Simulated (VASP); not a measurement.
Here is the system:

```
Rh
1.0
    0.00000     1.88510     1.88510
    1.88510     0.00000     1.88510
    1.88510     1.88510     0.00000
Rh
1
Cartesian
  0.00000   0.00000   0.00000
```

The numbers are results of PBE GGA, VASP's PBE PAW potentials (set 64) (plane waves; VASP 6.6.1), not measurements. Run with 300 eV cut-off, 12×12×12 Γ-centred mesh shifted by (0.5, 0.5, 0.5), Gaussian smearing of 0.10 eV, potentials Rh_pv.

At this cut-off the stress carries a Pulay error, which pulls relaxed volumes low.

Task: Give the stress tensor in GPa (positive for a compressed cell).

Result: 
```
13.24   0.00   0.00
 0.00  13.24   0.00
 0.00   0.00  13.24
```
The pressure is its mean diagonal, 13.24 GPa.

The structure comes from a computed database's Rh entry; how it stands against other phases isn't given here. The cell was not relaxed at this level.
